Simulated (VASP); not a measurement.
Method: r2SCAN meta-GGA, VASP's PBE PAW potentials (set 64) (plane waves; VASP).

VASP ran on this input.

File POSCAR:
```
Ir(111) slab
1
    2.7237367894     0.0000000000     0.0000000000
   -1.3618683947     2.3588251338     0.0000000000
    0.0000000000     0.0000000000    26.1662712338
Ir
5
Direct
  0.6666670000   0.3333330000   0.3321807676
  0.3333330000   0.6666670000   0.4152459516
  0.0000000000   0.0000000000   0.5000000000
  0.6666670000   0.3333330000   0.5847540484
  0.3333330000   0.6666670000   0.6678192324
```

### INCAR
```
PREC=Normal
METAGGA=R2SCAN
ALGO=Normal   # blocked Davidson
LDIPOL=.TRUE.
LORBIT=11
LWAVE=.FALSE.
LREAL=.FALSE.   # projection in real space or not
LASPH=.TRUE.
LMIXTAU=.TRUE.
SYSTEM=Ir(111) slab
NELM=100
LCHARG=.FALSE.
IDIPOL=3
DIPOL=0.5 0.5 0.5
ISMEAR=1
LMAXMIX=6   # l cut-off of mixed one-centre charges
NELMIN=4
SIGMA=0.1
LVHAR=.TRUE.
ENCUT=400
EDIFF=1E-6   # SCF stop (eV)
```

### KPOINTS
```
Automatic mesh
0
gamma
12 12 1
```

POTCAR, in this order: Ir (PBE.64 set). Program: vasp_std. Read from the step before: WAVECAR.

The run wrote:

File OUTCAR:
```
 ion  position               nearest neighbor table
   1  0.667  0.333  0.332-   2 2.68   2 2.68   2 2.68
   2  0.333  0.667  0.415-   1 2.68   1 2.68   1 2.68   3 2.72   3 2.72   3 2.72
   3  0.000  0.000  0.500-   2 2.72   4 2.72   2 2.72   4 2.72   4 2.72   2 2.72
   4  0.667  0.333  0.585-   5 2.68   5 2.68   5 2.68   3 2.72   3 2.72   3 2.72
   5  0.333  0.667  0.668-   4 2.68   4 2.68   4 2.68
  LATTYP: Found a hexagonal cell.
 ALAT       =     2.7237367894
 C/A-ratio  =     9.6067547113
 Subroutine PRICEL returns:
 Original cell was already a primitive cell.
 Subroutine GETGRP returns: Found 12 space group operations
The static configuration has the point symmetry D_3d.
The dynamic configuration has the point symmetry D_3d.
 Subroutine INISYM returns: Found 12 space group operations
 Subroutine IBZKPT returns following result:
 Found     19 irreducible k-points:

 Following reciprocal coordinates:
            Coordinates               Weight
  0.000000  0.000000  0.000000      1.000000
  0.083333  0.000000  0.000000      6.000000
  0.166667  0.000000  0.000000      6.000000
  0.250000  0.000000  0.000000      6.000000
  0.333333  0.000000  0.000000      6.000000
  0.416667 -0.000000  0.000000      6.000000
  0.500000  0.000000  0.000000      3.000000
  0.083333  0.083333  0.000000      6.000000
  0.166667  0.083333  0.000000     12.000000
  0.250000  0.083333  0.000000     12.000000
  0.333333  0.083333  0.000000     12.000000
  0.416667  0.083333  0.000000     12.000000
  0.166667  0.166667  0.000000      6.000000
  0.250000  0.166667  0.000000     12.000000
  0.333333  0.166667  0.000000     12.000000
  0.416667  0.166667  0.000000      6.000000
  0.250000  0.250000  0.000000      6.000000
  0.333333  0.250000  0.000000     12.000000
  0.333333  0.333333  0.000000      2.000000
   k-points           NKPTS =     19   k-points in BZ     NKDIM =     19   number of bands    NBANDS=     27
   number of dos      NEDOS =    301   number of ions     NIONS =      5
   total plane-waves  NPLWV =  25088
   dimension x,y,z NGX =    14 NGY =   14 NGZ =  128
   dimension x,y,z NGXF=    28 NGYF=   28 NGZF=  256
   ions per type =               5
   PREC   = normal    normal or accurate (medium, high low for compatibility)
   ISTART =      1    job   : 0-new  1-cont  2-samecut
   ICHARG =      0    charge: 1-file 2-atom 10-const
   ISPIN  =      1    spin polarized calculation?
   LNONCOLLINEAR =      F non collinear calculations
   LSORBIT =      F    spin-orbit coupling
   INIWAV =      1    electr: 0-lowe 1-rand  2-diag
   ENCUT  =  400.0 eV  29.40 Ry    5.42 a.u.   4.44  4.44 42.67*2*pi/ulx,y,z
   NELM   =    100;   NELMIN=  4; NELMDL=  0     # of ELM steps
   EDIFF  = 0.1E-05   stopping-criterion for ELM
   LREAL  =      F    real-space projection
   NLSPLINE    = F    spline interpolate recip. space projectors
   LMAXMIX     =    6 max onsite mixed and CHGCAR
   VOSKOWN=      0    Vosko Wilk Nusair interpolation
   EDIFFG = 0.1E-04   stopping-criterion for IOM
   NSW    =      0    number of steps for IOM
   NBLOCK =      1;   KBLOCK =      1    inner block; outer block
   IBRION =     -1    ionic relax: 0-MD 1-quasi-New 2-CG
   NFREE  =      0    steps in history (QN), initial steepest desc. (CG)
   ISIF   =      2    stress and relaxation
   ISYM   =      2    0-nonsym 1-usesym 2-fastsym
   TEIN   =    0.0    initial temperature
   TEBEG  =    0.0;   TEEND  =   0.0 temperature during run
   SMASS  =  -3.00    Nose mass-parameter (am)
   PSTRESS=    0.0 pullay stress
   NELECT =      45.0000    total number of electrons
   EFERMI =   0.00;   METHOD = LEGACY
   ISMEAR =     1;   SIGMA  =   0.10  broadening in eV -4-tet -1-fermi 0-gaus
   IALGO  =     38    algorithm
   LDIAG  =      T    sub-space diagonalisation (order eigenvalues)
...
```

File OSZICAR:
```
       N       E                     dE             d eps       ncg     rms          rms(c)
DAV:   1    -0.259851491569E+03   -0.25985E+03   -0.25066E-03  1886   0.376E-01    0.209E-01
DAV:   2    -0.259862503872E+03   -0.11012E-01   -0.82011E-02  1918   0.234E+00    0.113E+00
DAV:   3    -0.259850947981E+03    0.11556E-01   -0.51238E-02  1926   0.196E+00    0.502E-02
DAV:   4    -0.259851010512E+03   -0.62531E-04   -0.68153E-04  1317   0.158E-01    0.241E-02
DAV:   5    -0.259851015043E+03   -0.45300E-05   -0.65614E-05  1548   0.615E-02    0.736E-03
DAV:   6    -0.259850999995E+03    0.15047E-04   -0.84343E-06   992   0.231E-02    0.642E-03
DAV:   7    -0.259851010300E+03   -0.10304E-04   -0.20083E-06   760   0.128E-02    0.528E-03
DAV:   8    -0.259850997678E+03    0.12622E-04   -0.23563E-06   838   0.170E-02    0.136E-03
DAV:   9    -0.259851002255E+03   -0.45770E-05   -0.44184E-07   570   0.698E-03    0.585E-04
DAV:  10    -0.259851003331E+03   -0.10756E-05   -0.35846E-07   549   0.705E-03    0.653E-04
DAV:  11    -0.259851001969E+03    0.13621E-05   -0.23527E-07   552   0.553E-03    0.470E-04
DAV:  12    -0.259851004468E+03   -0.24992E-05   -0.24770E-07   549   0.569E-03    0.203E-04
DAV:  13    -0.259851008774E+03   -0.43064E-05   -0.18965E-07   546   0.521E-03    0.149E-04
DAV:  14    -0.259851009636E+03   -0.86164E-06   -0.62295E-08   528   0.279E-03
   1 F= -.25985101E+03 E0= -.25985073E+03  d E =-.837300E-03
```

OUTCAR:
```
------------------------ aborting loop because EDIFF is reached ----------------------------------------
  FORCE on cell =-STRESS in cart. coord.  units (eV):
  Direction    XX          YY          ZZ          XY          YZ          ZX
  --------------------------------------------------------------------------------------
  Total       -3.8141751     -3.8141747     -0.0180502      0.0000000     -0.0000000      0.0000000
  in kB      -36.3503410    -36.3503373     -0.1720244      0.0000000     -0.0000000      0.0000000
  external PRESSURE =     -24.2909009 kB  Pullay stress =       0.0000000 kB
  volume of cell :      168.11
      direct lattice vectors                 reciprocal lattice vectors
     2.723736789  0.000000000  0.000000000     0.367142671  0.211969931  0.000000000
    -1.361868395  2.358825134  0.000000000     0.000000000  0.423939861  0.000000000
     0.000000000  0.000000000 26.166271234     0.000000000  0.000000000  0.038217138
 POSITION                                       TOTAL-FORCE (eV/Angst)
 -----------------------------------------------------------------------------------
      1.36187      0.78627      8.69193         0.000000     -0.000000      0.001208
     -0.00000      1.57255     10.86544         0.000000     -0.000000      0.000885
      0.00000      0.00000     13.08314         0.000000      0.000000     -0.000000
      1.36187      0.78627     15.30083        -0.000000      0.000000     -0.000885
     -0.00000      1.57255     17.47434        -0.000000      0.000000     -0.001208
 -----------------------------------------------------------------------------------
    total drift:                                0.000000     -0.000000      0.000000
  FREE ENERGIE OF THE ION-ELECTRON SYSTEM (eV)
  ---------------------------------------------------
  free  energy   TOTEN  =      -259.8510096359 eV

  energy  without entropy=     -259.8501723360  energy(sigma->0) =     -259.85073054

 total charge

# of ion       s       p       d       tot
------------------------------------------
    1        0.672   0.589   6.897   8.158
    2        0.671   0.736   6.959   8.365
    3        0.675   0.738   6.957   8.370
    4        0.671   0.736   6.959   8.365
    5        0.672   0.589   6.897   8.158
--------------------------------------------------
tot          3.361   3.388  34.668  41.417
```
(Selected blocks of OUTCAR.)

The cell is a thin slab with vacuum, built from Ir (fcc): (111) face. VASP warned that the highest band is occupied, so more bands are needed.
